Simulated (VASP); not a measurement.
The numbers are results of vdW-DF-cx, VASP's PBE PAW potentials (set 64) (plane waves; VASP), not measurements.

Input for VASP

File POSCAR:
```
Ru
1
    1.3550000000    -2.3469290000     0.0000000000
    1.3550000000     2.3469290000     0.0000000000
    0.0000000000     0.0000000000     4.2800000000
Ru
2
Direct
  0.3333330000   0.6666670000   0.2500000000
  0.6666670000   0.3333330000   0.7500000000
```

**INCAR**
```
! general
SYSTEM   = Ru
PREC     = Accurate
ENCUT    = 520   ! plane-wave cut-off (eV)
LREAL    = .False.   ! projection in real space or not
LASPH    = .True.   ! aspherical one-centre terms

! electronic loop
EDIFF    = 1E-6
NELM     = 100   ! most electronic steps
ALGO     = Normal
LMAXMIX  = 4   ! l cut-off of mixed one-centre charges

! smearing
ISMEAR   = 1   ! Methfessel-Paxton
SIGMA    = 0.1   ! width (eV)

! functional
GGA      = CX
LUSE_VDW = .True.
AGGAC    = 0.0

! ions
IBRION   = 2
NSW      = 60
ISIF     = 3
EDIFFG   = -0.01

! output
LWAVE    = .False.
LCHARG   = .False.
```

**KPOINTS**
```
Automatic
0
Gamma
14 14 8
```

POTCAR, in this order: Ru_pv (PBE.64 set). Program: vasp_std.

Problem. Predict the energy per atom (σ→0), volume per atom, band gap (on the k-mesh).

Solution. 
* **energy per atom (σ→0)**: -6.627 eV/atom
* **band gap (on the k-mesh)**: none (metal, semimetal or under 0.01 eV)
* **volume per atom**: 13.39 Å³/atom

### OSZICAR
```
...
   3 F= -.13253816E+02 E0= -.13253388E+02  d E =-.726566E-02
       N       E                     dE             d eps       ncg     rms          rms(c)
DAV:   1    -0.132538832279E+02   -0.67321E-04   -0.14068E-03  4350   0.466E-01    0.700E-02
DAV:   2    -0.132538183592E+02    0.64869E-04   -0.18907E-04  4348   0.147E-01    0.112E-02
DAV:   3    -0.132538171947E+02    0.11645E-05   -0.10359E-05  4424   0.312E-02    0.700E-03
DAV:   4    -0.132538185779E+02   -0.13832E-05   -0.71005E-07  2584   0.791E-03    0.773E-04
DAV:   5    -0.132538185425E+02    0.35360E-07   -0.89681E-08  2178   0.313E-03
   4 F= -.13253819E+02 E0= -.13253391E+02  d E =-.726811E-02
```

The compound is Ru in the hcp structure. This run relaxes it. Symmetry was kept, so distortions that lower it aren't found.
